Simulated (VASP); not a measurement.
C6Si2 (ordered alloy cell): computed properties

The numbers are results of PBEsol GGA, VASP's PBE PAW potentials (set 64) (plane waves; VASP), not measurements.

* **space group**: R-3m (166)
* **cell**: a = 2.5245 Å, b = 2.5245 Å, c = 33.7516 Å, α = 90.00°, β = 90.00°, γ = 120.00°
* **volume per atom**: 7.76 Å^3/atom
* **band gap (over mesh and band path)**: none (metal, semimetal or under 0.01 eV)
* **density**: 3.43 g/cm³

```yaml
crystal:
  lattice:
    - [0.00000, 1.78508, 1.78508]
    - [1.78508, 0.00000, 1.78508]
    - [8.87560, 8.87560, -1.73528]
  atoms:
    - { symbol: Si, position: [0.11712, 0.11712, 0.91216] }
    - { symbol: Si, position: [0.13288, 0.13288, 0.15034] }
    - { symbol: C, position: [0.89740, 0.89740, 0.32695] }
    - { symbol: C, position: [0.17301, 0.17301, 0.37024] }
    - { symbol: C, position: [0.98821, 0.98821, 0.50884] }
    - { symbol: C, position: [0.26179, 0.26179, 0.55366] }
    - { symbol: C, position: [0.07699, 0.07699, 0.69226] }
    - { symbol: C, position: [0.35260, 0.35260, 0.73555] }
```

The structure was generated: C6Si2 was put into an ordered model structure (R-3m), which need not be its known phase. It was relaxed first, which changed the volume by -5 %. Symmetry was kept, so distortions that lower it aren't found.
